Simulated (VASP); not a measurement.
Data:

```xyz
2
Lattice="0.0000 2.9851 2.9851 2.9851 0.0000 2.9851 2.9851 2.9851 0.0000" Properties=species:S:1:pos:R:3 pbc="T T T"
Cd     0.0000     0.0000     0.0000
Se     1.4926     1.4926     1.4926
```

Computed with PBEsol GGA, VASP's PBE PAW potentials (set 64) (plane waves; VASP). Numerical set-up: 520 eV cut-off, 8×8×8 Γ-centred mesh, Gaussian smearing of 0.050 eV, potentials Cd Se.

Problem. Estimate the energy per atom (σ→0), pressure, band gap (on the k-mesh) with the smallest direct gap where there is one.

Solution. 
* **band gap (on the k-mesh)**: 0.59 eV
* **smallest direct gap (on the k-mesh)**: 0.59 eV
* **energy per atom (σ→0)**: -3.070 eV/atom
* **pressure**: 3.72 GPa

The compound is CdSe in the zinc blende structure, whereas wurtzite is the usual form. This cell is one point of a volume scan, at 0.94 of the reference volume.
